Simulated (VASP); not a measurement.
Consider the following.

```yaml
crystal:
  lattice:
    - [6.45002, 0.00000, 0.00000]
    - [0.00000, 6.45002, 0.00000]
    - [0.00000, 0.00000, 6.45002]
  atoms:
    - { symbol: Mg, position: [0.00000, 0.00000, 0.00000] }
    - { symbol: Mg, position: [0.50000, 0.50000, 0.00000] }
    - { symbol: Mg, position: [0.50000, 0.00000, 0.50000] }
    - { symbol: Te, position: [0.25194, 0.24806, 0.24806] }
    - { symbol: Te, position: [0.74806, 0.75194, 0.24806] }
    - { symbol: Te, position: [0.74806, 0.24806, 0.75194] }
    - { symbol: Te, position: [0.25194, 0.75194, 0.75194] }
    - { symbol: Cd, position: [0.00000, 0.50000, 0.50000] }
```

All values below come from PBEsol GGA, VASP's PBE PAW potentials (set 64) (plane waves; VASP). Numerical set-up: 400 eV cut-off, Gaussian smearing of 0.050 eV, potentials Mg Te Cd.

Unless said otherwise, spin-orbit coupling is left out, though it shifts the bands of the heavy elements here.

Estimate the band gap (along the path) with the smallest direct gap where there is one.

| Property | Value |
|---|---|
| band gap (along the path) | 1.81 eV |
| smallest direct gap (along the path) | 1.81 eV |

The structure was generated: CdMg3Te4 was put into an ordered model structure (P-43m), which need not be its known phase. It was relaxed first.
